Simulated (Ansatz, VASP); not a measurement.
# AlSi2C2N (twisted h-SiC/h-AlN monolayer on bilayer, 50.57 deg) in two plane-wave programs

Aim: how closely do two programs agree when they are given the same cell, functional and k mesh? The structure shown is the start of the Ansatz relaxation below; VASP solves that cell, so the two are compared at the walk's first step.

Program: Ansatz 0.2.0. Level of theory: plane waves, with VASP 6.6.1 beside it; single point at PBE with D3(BJ). Results are calculated unless marked as measured.

### Step 1. The starting structure

The cell holds 222 atoms: 74 Si, 74 C, 37 Al and 37 N. Its edges and angles: a = 18.948 Å, b = 18.948 Å, c = 18.580 Å, α = 90.0°, β = 90.0°, γ = 120.0°. As first built, before any earlier steps moved the atoms (in the runner's words): h-SiC (a = 3.1 A) under h-AlN (a = 3.13 A), monolayer on bilayer, commensurate cell of 37 unit cells a layer, twist 50.57 deg, both strained to the mean lattice constant; facing atoms 3.19, 3.39 A apart;; flat layers, displaced by a Gaussian of 0.01 A. Vacuum lies along c.

### Step 2. Ansatz: relaxation, PBE with D3(BJ)

Ansatz runs on its default PAW (the set named soft_2) files.

The two programs are compared at the cell with which this relaxation starts, whose forces are those of its first step.

The input, input.yaml:

```yaml
crystal:
  lattice:
    - [18.9478, 0.0, 0.0]
    - [-9.4739, 16.40928, 0.0]
    - [0.0, 0.0, 18.58]
  atoms:
    - { symbol: Si, position: [0.11771, 0.82899, 0.32384] }
    - { symbol: C, position: [0.12556, 0.73854, 0.32337] }
    - { symbol: Si, position: [0.1986, 0.01843, 0.32338] }
    - { symbol: C, position: [0.20771, 0.92763, 0.32316] }
    - { symbol: Si, position: [0.14427, 0.55862, 0.32304] }
    - { symbol: C, position: [0.15311, 0.46818, 0.32249] }
    - { symbol: Si, position: [0.22492, 0.74746, 0.32355] }
    - { symbol: C, position: [0.23323, 0.65829, 0.32172] }
    - { symbol: Si, position: [0.30723, 0.93773, 0.3224] }
    - { symbol: C, position: [0.31588, 0.84756, 0.3227] }
    - { symbol: Si, position: [0.09107, 0.09957, 0.3229] }
    - { symbol: C, position: [0.0985, 0.00884, 0.32347] }
    - { symbol: Si, position: [0.17152, 0.28815, 0.32223] }
    - { symbol: C, position: [0.18166, 0.19908, 0.32327] }
    - { symbol: Si, position: [0.25253, 0.47648, 0.32385] }
    - { symbol: C, position: [0.26091, 0.38719, 0.3234] }
    - { symbol: Si, position: [0.33309, 0.66661, 0.32184] }
    - { symbol: C, position: [0.34229, 0.57688, 0.32336] }
    - { symbol: Si, position: [0.41471, 0.85636, 0.32214] }
    - { symbol: C, position: [0.42365, 0.766, 0.32204] }
    - { symbol: Si, position: [0.49524, 0.04569, 0.32217] }
    - { symbol: C, position: [0.50447, 0.95493, 0.32387] }
    - { symbol: Si, position: [0.27889, 0.20612, 0.32302] }
    - { symbol: C, position: [0.28771, 0.11708, 0.32353] }
    - { symbol: Si, position: [0.36004, 0.39593, 0.32266] }
    - { symbol: C, position: [0.36882, 0.306, 0.3224] }
    - { symbol: Si, position: [0.44225, 0.58611, 0.32354] }
    - { symbol: C, position: [0.45085, 0.49575, 0.32245] }
    - { symbol: Si, position: [0.52222, 0.77424, 0.3222] }
    - { symbol: C, position: [0.53073, 0.68487, 0.32322] }
    - { symbol: Si, position: [0.60343, 0.96456, 0.32271] }
    - { symbol: C, position: [0.61266, 0.87381, 0.32374] }
    - { symbol: Si, position: [0.38654, 0.12517, 0.32215] }
    - { symbol: C, position: [0.39555, 0.03601, 0.32365] }
    - { symbol: Si, position: [0.4694, 0.31606, 0.32252] }
    - { symbol: C, position: [0.47715, 0.22501, 0.32176] }
    - { symbol: Si, position: [0.54963, 0.50459, 0.32299] }
    - { symbol: C, position: [0.55894, 0.41536, 0.3229] }
    - { symbol: Si, position: [0.63009, 0.6933, 0.3238] }
    - { symbol: C, position: [0.63989, 0.60339, 0.32254] }
    - { symbol: Si, position: [0.71142, 0.88321, 0.32285] }
    - { symbol: C, position: [0.72074, 0.79366, 0.32315] }
    - { symbol: Si, position: [0.79237, 0.07148, 0.32364] }
    - { symbol: C, position: [0.80144, 0.98063, 0.32298] }
    - { symbol: Si, position: [0.57604, 0.23383, 0.32341] }
    - { symbol: C, position: [0.5851, 0.14457, 0.32259] }
    - { symbol: Si, position: [0.65807, 0.42415, 0.32259] }
    - { symbol: C, position: [0.66638, 0.33226, 0.32259] }
    - { symbol: Si, position: [0.73856, 0.61237, 0.3227] }
    - { symbol: C, position: [0.74725, 0.52238, 0.32273] }
    - { symbol: Si, position: [0.81825, 0.80101, 0.32254] }
    - { symbol: C, position: [0.82923, 0.71098, 0.32181] }
    - { symbol: Si, position: [0.90054, 0.99123, 0.32271] }
    - { symbol: C, position: [0.90991, 0.90128, 0.32445] }
    - { symbol: Si, position: [0.68519, 0.15367, 0.32311] }
    - { symbol: C, position: [0.69367, 0.06368, 0.3229] }
    - { symbol: Si, position: [0.76576, 0.34181, 0.32233] }
    - { symbol: C, position: [0.77494, 0.25304, 0.3234] }
    - { symbol: Si, position: [0.84653, 0.53184, 0.32254] }
    - { symbol: C, position: [0.85552, 0.44086, 0.32202] }
    - { symbol: Si, position: [0.92743, 0.72057, 0.32253] }
    - { symbol: C, position: [0.93701, 0.63033, 0.3223] }
    - { symbol: Si, position: [0.0085, 0.90938, 0.32388] }
    - { symbol: C, position: [0.0173, 0.81908, 0.32271] }
    - { symbol: Si, position: [0.87343, 0.26151, 0.32265] }
    - { symbol: C, position: [0.88345, 0.17181, 0.32267] }
    - { symbol: Si, position: [0.95373, 0.44956, 0.32333] }
    - { symbol: C, position: [0.96336, 0.36088, 0.32376] }
    - { symbol: Si, position: [0.03628, 0.63925, 0.32282] }
    - { symbol: C, position: [0.04568, 0.55006, 0.32205] }
    - { symbol: Si, position: [0.98341, 0.18059, 0.32321] }
    - { symbol: C, position: [0.99063, 0.08874, 0.32343] }
    - { symbol: Si, position: [0.06264, 0.36951, 0.32212] }
    - { symbol: C, position: [0.07133, 0.2782, 0.32295] }
    - { symbol: Si, position: [0.20652, 0.92744, 0.49535] }
    - { symbol: C, position: [0.21571, 0.83726, 0.4943] }
    - { symbol: Si, position: [0.28918, 0.11619, 0.494] }
    - { symbol: C, position: [0.29789, 0.02701, 0.49485] }
    - { symbol: Si, position: [0.23415, 0.65762, 0.49432] }
    - { symbol: C, position: [0.24278, 0.56623, 0.49438] }
    - { symbol: Si, position: [0.31502, 0.84677, 0.4943] }
    - { symbol: C, position: [0.32411, 0.75689, 0.49403] }
    - { symbol: Si, position: [0.39723, 0.03654, 0.49425] }
    - { symbol: C, position: [0.40558, 0.94619, 0.49495] }
    - { symbol: Si, position: [0.18013, 0.19773, 0.49474] }
    - { symbol: C, position: [0.18953, 0.10853, 0.49482] }
    - { symbol: Si, position: [0.26176, 0.3867, 0.49577] }
    - { symbol: C, position: [0.27043, 0.29649, 0.49546] }
    - { symbol: Si, position: [0.34231, 0.57662, 0.49477] }
    - { symbol: C, position: [0.35085, 0.48645, 0.49486] }
    - { symbol: Si, position: [0.42329, 0.76577, 0.49327] }
    - { symbol: C, position: [0.43228, 0.67522, 0.49509] }
    - { symbol: Si, position: [0.5043, 0.95513, 0.49555] }
    - { symbol: C, position: [0.51189, 0.86356, 0.49377] }
    - { symbol: Si, position: [0.58528, 0.14461, 0.49523] }
    - { symbol: C, position: [0.59454, 0.0536, 0.49446] }
    - { symbol: Si, position: [0.36885, 0.30654, 0.49469] }
    - { symbol: C, position: [0.37907, 0.21587, 0.49468] }
    - { symbol: Si, position: [0.4497, 0.49486, 0.49397] }
    - { symbol: C, position: [0.45838, 0.40464, 0.49432] }
    - { symbol: Si, position: [0.53121, 0.68448, 0.49392] }
    - { symbol: C, position: [0.54078, 0.59475, 0.49505] }
    - { symbol: Si, position: [0.6125, 0.87347, 0.49482] }
    - { symbol: C, position: [0.62125, 0.78342, 0.49516] }
    - { symbol: Si, position: [0.69277, 0.06237, 0.49455] }
    - { symbol: C, position: [0.70282, 0.97322, 0.4955] }
    - { symbol: Si, position: [0.47865, 0.22646, 0.49356] }
    - { symbol: C, position: [0.48599, 0.13459, 0.49452] }
    - { symbol: Si, position: [0.55888, 0.41527, 0.49474] }
    - { symbol: C, position: [0.56732, 0.32472, 0.49456] }
    - { symbol: Si, position: [0.63932, 0.60294, 0.49522] }
    - { symbol: C, position: [0.64792, 0.51291, 0.49381] }
    - { symbol: Si, position: [0.72063, 0.79236, 0.49472] }
    - { symbol: C, position: [0.73016, 0.7028, 0.49456] }
    - { symbol: Si, position: [0.80318, 0.98349, 0.49527] }
    - { symbol: C, position: [0.80975, 0.89244, 0.49441] }
    - { symbol: Si, position: [0.88248, 0.17164, 0.49396] }
    - { symbol: C, position: [0.89213, 0.08092, 0.49413] }
    - { symbol: Si, position: [0.66645, 0.33311, 0.4941] }
    - { symbol: C, position: [0.67443, 0.24316, 0.49565] }
    - { symbol: Si, position: [0.74742, 0.5227, 0.49464] }
    - { symbol: C, position: [0.75633, 0.43233, 0.49532] }
    - { symbol: Si, position: [0.82936, 0.71175, 0.49505] }
    - { symbol: C, position: [0.83685, 0.62029, 0.49468] }
    - { symbol: Si, position: [0.91073, 0.90049, 0.49389] }
    - { symbol: C, position: [0.91856, 0.81004, 0.49471] }
    - { symbol: Si, position: [0.991, 0.09113, 0.49439] }
    - { symbol: C, position: [5.0e-05, 5.0e-05, 0.49532] }
    - { symbol: Si, position: [0.77484, 0.25268, 0.49492] }
    - { symbol: C, position: [0.78375, 0.16281, 0.49399] }
    - { symbol: Si, position: [0.85594, 0.44143, 0.49386] }
    - { symbol: C, position: [0.86417, 0.35071, 0.49467] }
    - { symbol: Si, position: [0.93684, 0.6311, 0.49445] }
    - { symbol: C, position: [0.94581, 0.54, 0.49397] }
    - { symbol: Si, position: [0.01792, 0.81919, 0.49441] }
    - { symbol: C, position: [0.02622, 0.72854, 0.49475] }
    - { symbol: Si, position: [0.09942, 0.00904, 0.49467] }
    - { symbol: C, position: [0.10763, 0.91922, 0.49506] }
    - { symbol: Si, position: [0.96423, 0.36113, 0.49458] }
    - { symbol: C, position: [0.97302, 0.26981, 0.49391] }
    - { symbol: Si, position: [0.04501, 0.54899, 0.49412] }
    - { symbol: C, position: [0.05319, 0.45828, 0.49385] }
    - { symbol: Si, position: [0.12553, 0.73863, 0.49503] }
    - { symbol: C, position: [0.13452, 0.64767, 0.49361] }
    - { symbol: Si, position: [0.07195, 0.28002, 0.49468] }
    - { symbol: C, position: [0.08229, 0.19064, 0.49502] }
    - { symbol: Si, position: [0.15267, 0.46689, 0.49504] }
    - { symbol: C, position: [0.16184, 0.37779, 0.49439] }
    - { symbol: Al, position: [0.81946, 0.01799, 0.6766] }
    - { symbol: "N", position: [0.82978, 0.11762, 0.67697] }
    - { symbol: Al, position: [0.84658, 0.31557, 0.67705] }
    - { symbol: "N", position: [0.85571, 0.41491, 0.67758] }
    - { symbol: Al, position: [0.73979, 0.12745, 0.67639] }
    - { symbol: "N", position: [0.74814, 0.22473, 0.67679] }
    - { symbol: Al, position: [0.63124, 0.9373, 0.67711] }
    - { symbol: "N", position: [0.63908, 0.03588, 0.67785] }
    - { symbol: Al, position: [0.8739, 0.6123, 0.67679] }
    - { symbol: "N", position: [0.88259, 0.71163, 0.6765] }
    - { symbol: Al, position: [0.7656, 0.42345, 0.6768] }
    - { symbol: "N", position: [0.77466, 0.52109, 0.67699] }
    - { symbol: Al, position: [0.65759, 0.23333, 0.67688] }
    - { symbol: "N", position: [0.66664, 0.33355, 0.67695] }
    - { symbol: Al, position: [0.5492, 0.04417, 0.67655] }
    - { symbol: "N", position: [0.55858, 0.14407, 0.67649] }
    - { symbol: Al, position: [0.79375, 0.72191, 0.67716] }
    - { symbol: "N", position: [0.80095, 0.8194, 0.67662] }
    - { symbol: Al, position: [0.68498, 0.53174, 0.6776] }
    - { symbol: "N", position: [0.69404, 0.63152, 0.67706] }
    - { symbol: Al, position: [0.57637, 0.3428, 0.67719] }
    - { symbol: "N", position: [0.58618, 0.44093, 0.6774] }
    - { symbol: Al, position: [0.46869, 0.15356, 0.67695] }
    - { symbol: "N", position: [0.47792, 0.25189, 0.67664] }
    - { symbol: Al, position: [0.3604, 0.96468, 0.67693] }
    - { symbol: "N", position: [0.36961, 0.06296, 0.67634] }
    - { symbol: Al, position: [0.71088, 0.8288, 0.67764] }
    - { symbol: "N", position: [0.72112, 0.92777, 0.67692] }
    - { symbol: Al, position: [0.60396, 0.63976, 0.67681] }
    - { symbol: "N", position: [0.6124, 0.7384, 0.67744] }
    - { symbol: Al, position: [0.49539, 0.45034, 0.67677] }
    - { symbol: "N", position: [0.50321, 0.5496, 0.67733] }
    - { symbol: Al, position: [0.38864, 0.26177, 0.67726] }
    - { symbol: "N", position: [0.39738, 0.36005, 0.67695] }
    - { symbol: Al, position: [0.27964, 0.072, 0.67666] }
    - { symbol: "N", position: [0.28782, 0.17034, 0.67671] }
    - { symbol: Al, position: [0.52181, 0.74743, 0.6775] }
    - { symbol: "N", position: [0.53128, 0.84734, 0.67673] }
    - { symbol: Al, position: [0.41418, 0.559, 0.67689] }
    - { symbol: "N", position: [0.42351, 0.65947, 0.67784] }
    - { symbol: Al, position: [0.30574, 0.3698, 0.67726] }
    - { symbol: "N", position: [0.31546, 0.4688, 0.67673] }
    - { symbol: Al, position: [0.19802, 0.17993, 0.677] }
    - { symbol: "N", position: [0.20688, 0.27835, 0.67703] }
    - { symbol: Al, position: [0.09068, 0.99104, 0.67731] }
    - { symbol: "N", position: [0.09791, 0.0896, 0.67749] }
    - { symbol: Al, position: [0.44171, 0.85658, 0.67676] }
    - { symbol: "N", position: [0.45145, 0.95535, 0.67782] }
    - { symbol: Al, position: [0.33388, 0.66669, 0.678] }
    - { symbol: "N", position: [0.34158, 0.76495, 0.67662] }
    - { symbol: Al, position: [0.22447, 0.47789, 0.67697] }
    - { symbol: "N", position: [0.23337, 0.5772, 0.67729] }
    - { symbol: Al, position: [0.11691, 0.28831, 0.67768] }
    - { symbol: "N", position: [0.12686, 0.38784, 0.67686] }
    - { symbol: Al, position: [0.00902, 0.09903, 0.6774] }
    - { symbol: "N", position: [0.0187, 0.19747, 0.67732] }
    - { symbol: Al, position: [0.9012, 0.91082, 0.67688] }
    - { symbol: "N", position: [0.90956, 0.00865, 0.67736] }
    - { symbol: Al, position: [0.25179, 0.77435, 0.67645] }
    - { symbol: "N", position: [0.26156, 0.8743, 0.677] }
    - { symbol: Al, position: [0.14458, 0.58555, 0.67683] }
    - { symbol: "N", position: [0.15367, 0.68558, 0.67576] }
    - { symbol: Al, position: [0.03529, 0.3966, 0.67624] }
    - { symbol: "N", position: [0.04463, 0.49544, 0.67648] }
    - { symbol: Al, position: [0.928, 0.20658, 0.6773] }
    - { symbol: "N", position: [0.93636, 0.30535, 0.67687] }
    - { symbol: Al, position: [0.17155, 0.88291, 0.67689] }
    - { symbol: "N", position: [0.17873, 0.98161, 0.67717] }
    - { symbol: Al, position: [0.06351, 0.69342, 0.67752] }
    - { symbol: "N", position: [0.07348, 0.79374, 0.67692] }
    - { symbol: Al, position: [0.95457, 0.50346, 0.6776] }
    - { symbol: "N", position: [0.9643, 0.60351, 0.67654] }
    - { symbol: Al, position: [0.98258, 0.80281, 0.67869] }
    - { symbol: "N", position: [0.99057, 0.90102, 0.67666] }
kpoints:
  mp_grid: { grid: [1, 1, 1] }
hamiltonian:
  xc: pbe
  dispersion: d3bj
scf:
  occupations: { method: gaussian, width: 0.05 }
output:
  forces: true
relax:
  f_tol: 0.05
  max_steps: 101
```

Started as:

```console
$ ansatz run input.yaml --threads 8 --pin off --max-ram 15872MiB --backend cpu --events-out ev --progress --plain --runs-dir out
```

Numbers of over 12 decimals in the logs are rounded to 6 here.

Log:

```text
Engine: ansatz 0.2.0, aarch64-unknown-linux-gnu
Pseudopotentials: kind: paw
Pseudopotential: Si, paw, valence charge 4, recommended cutoff 420 eV (normal), Si.paw.azcp
Pseudopotential: C, paw, valence charge 4, recommended cutoff 420 eV (normal), C.paw.azcp
Pseudopotential: Al, paw, valence charge 3, recommended cutoff 420 eV (normal), Al.paw.azcp
Pseudopotential: N, paw, valence charge 5, recommended cutoff 420 eV (normal), N.paw.azcp
Functional definition: PBE
  parameter kappa = 0.804
  parameter beta = 0.066725
  exchange = pbe_x(kappa = kappa, mu = beta*pi^2/3)
  correlation = pbe_c(beta = beta)
Crystal: 222 atoms, lattice volume = 5776.889 Å³
Basis set: ecut = 420 eV, 113019 PW (Γ), exchange–correlation on 256×256×250 points (8 copies of the dense FFT grid, shifted against one another)
Bands: 666, of which v1, the nominal top of the filled ones, is band 444 counted from 1 (443 counted from 0)
Symmetry: 1 space group operations
Space group: P1 (ITA 1), of the structure as read, at distance tolerance 1.8e-4 Å
k-points: 1
Non-local potential: Si, projectors of the file, l = 0: 2, l = 1: 2, l = 2: 2
Non-local potential: C, projectors of the file, l = 0: 2, l = 1: 2, l = 2: 1
Non-local potential: Al, projectors of the file, l = 0: 2, l = 1: 2, l = 2: 1
Non-local potential: N, projectors of the file, l = 0: 2, l = 1: 2, l = 2: 1
PAW form: soft (Blöchl's): semilocal exchange-correlation on the pseudo side does not see the compensation charge
PAW one-centre angular grid: Si, 110 points (default); XC on 64 Gauss nodes
PAW one-centre angular grid: C, 110 points (default); XC on 64 Gauss nodes
PAW one-centre angular grid: Al, 110 points (default); XC on 64 Gauss nodes
PAW one-centre angular grid: N, 110 points (default); XC on 64 Gauss nodes
Initial density: superposition of atomic densities (neutral atoms: chi_scale 0, normalization atom), corrected by the library's trained network
Initial wavefunctions: pseudopotential atomic-orbital guess
Functional: x = pbe(κ = 0.804, μ = 0.219515), c = pbe(β = 0.066725)
SCF iter   1: F=—  HF=-99774.723222 eV  |F-HF|=—  |Δ(HF+E_count)|=         —  Δρ=2.43e-3  dr2=6.25e-1  ethr=1.77e-3  ⟨swp⟩=8.0  Hψ=3847  notcnv=0  defer=130
preconditioner: auto → Resta (q_TF=auto, 1.997 Å⁻¹)  ε∞=3.0  [insulator: Δε(μ)=2.173 eV  Ē_g=10.378 eV  σ=0.050 eV  W_gap=1.00  n_scr=766 (ndim 8)  ℏωp=14.6 eV  f_vac=0.427  D(μ)=0.00/eV (n_scr^D=0)  ε∞_Penn≈3.0  vacuum switching on, ρ_ref=7.8e-3 e/Å³]
SCF iter   2: F=—  HF=-99774.679386 eV  |F-HF|=—  |Δ(HF+E_count)|=   4.38e-2  Δρ=1.24e-3  dr2=1.42e-1  ethr=7.03e-5  ⟨swp⟩=2.0  Hψ=1160  notcnv=0  defer=172
SCF iter   3: F=—  HF=-99774.687813 eV  |F-HF|=—  |Δ(HF+E_count)|=   8.43e-3  Δρ=5.26e-4  dr2=2.45e-2  ethr=1.60e-5  ⟨swp⟩=2.0  Hψ=742  notcnv=0  defer=172
SCF iter   4: F=—  HF=-99774.687540 eV  |F-HF|=—  |Δ(HF+E_count)|=   2.73e-4  Δρ=1.64e-4  dr2=1.77e-3  ethr=2.76e-6  ⟨swp⟩=2.0  Hψ=1110  notcnv=0  defer=203
[...]
SCF 1 converged in 6 iterations: F = -99774.687934 eV  dr2 = 3.63e-5
[...]
relax step   1: F+E_penalty+E_count = -99774.68793380 eV  Δ(F+E_penalty+E_count) = +0.000e0 eV  max|allowed force component| = 1.083e0 eV/Å  Δτ_max = 0.0000 Å  (6 SCF iters, dr2 threshold 6.25e-5 eV, accepted)
[...]
- { symbol: C, position: [0.811435, 0.891914, 0.497903] }
    - { symbol: Si, position: [0.879025, 0.166315, 0.499759] }
    - { symbol: C, position: [0.890183, 0.078087, 0.498867] }
    - { symbol: Si, position: [0.666596, 0.333298, 0.486170] }
    - { symbol: C, position: [0.670216, 0.241814, 0.511056] }
    - { symbol: Si, position: [0.757071, 0.524333, 0.525435] }
    - { symbol: C, position: [0.758082, 0.428388, 0.511048] }
    - { symbol: Si, position: [0.833576, 0.712684, 0.499741] }
    - { symbol: C, position: [0.846080, 0.624321, 0.506524] }
    - { symbol: Si, position: [0.910699, 0.900891, 0.497759] }
    - { symbol: C, position: [0.921803, 0.812066, 0.498845] }
    - { symbol: Si, position: [0.990114, 0.089194, 0.497778] }
    - { symbol: C, position: [-6.135302449447365e-5, -4.430493703314838e-5, 0.499094] }
    - { symbol: Si, position: [0.767178, 0.242824, 0.525415] }
    - { symbol: C, position: [0.778161, 0.153820, 0.506481] }
    - { symbol: Si, position: [0.857447, 0.434790, 0.525974] }
[...]
- { symbol: Si, position: [0.046087, 0.546248, 0.492819] }
    - { symbol: C, position: [0.052690, 0.454699, 0.490687] }
    - { symbol: Si, position: [0.128026, 0.738207, 0.492152] }
    - { symbol: C, position: [0.135326, 0.646654, 0.490708] }
    - { symbol: Si, position: [0.070991, 0.277641, 0.494125] }
    - { symbol: C, position: [0.080401, 0.188460, 0.497935] }
    - { symbol: Si, position: [0.152583, 0.466981, 0.488076] }
    - { symbol: C, position: [0.161505, 0.377413, 0.492409] }
    - { symbol: Al, position: [0.823197, 0.021773, 0.682930] }
    - { symbol: N, position: [0.835478, 0.122672, 0.674018] }
    - { symbol: Al, position: [0.862300, 0.329539, 0.631684] }
    - { symbol: N, position: [0.857490, 0.426875, 0.628219] }
    - { symbol: Al, position: [0.750318, 0.131421, 0.645011] }
    - { symbol: N, position: [0.759961, 0.234259, 0.627210] }
    - { symbol: Al, position: [0.636253, 0.939185, 0.674340] }
    - { symbol: N, position: [0.651894, 0.040726, 0.659675] }
    - { symbol: Al, position: [0.868427, 0.618870, 0.645002] }
    - { symbol: N, position: [0.877174, 0.712760, 0.674072] }
    - { symbol: Al, position: [0.756089, 0.422469, 0.629402] }
    - { symbol: N, position: [0.765608, 0.525653, 0.627234] }
    - { symbol: Al, position: [0.666287, 0.243777, 0.629416] }
    - { symbol: N, position: [0.666590, 0.333282, 0.664119] }
    - { symbol: Al, position: [0.558203, 0.039867, 0.642534] }
    - { symbol: N, position: [0.569290, 0.142377, 0.628200] }
[...]
- { symbol: Al, position: [0.171903, 0.882067, 0.686507] }
    - { symbol: N, position: [0.181343, 0.980941, 0.689703] }
    - { symbol: Al, position: [0.060667, 0.697039, 0.674365] }
    - { symbol: N, position: [0.070335, 0.795162, 0.685560] }
    - { symbol: Al, position: [0.960006, 0.518320, 0.642478] }
    - { symbol: N, position: [0.959124, 0.611135, 0.659670] }
    - { symbol: Al, position: [0.978069, 0.801383, 0.682984] }
    - { symbol: N, position: [0.989607, 0.900932, 0.691202] }
```

The column dr2 measures how far the density is from self-consistency, as an energy; F and HF (Harris–Foulkes) agree once it is small.

(Part 1 of 2 ends here.)

[Lines on the potential files, build, host, timing and source positions are cut from VASP's logs without a mark.]

[Logs are printed without paths, hosts, clocks, repeated set-up lines and the standing remarks that a program may print on its own settings, such as how far it seeks lower states.]

[Hosts, paths, dates, database ids (printed as entryN), source tags and the programs' standing remarks are cut or masked in the printed files.]
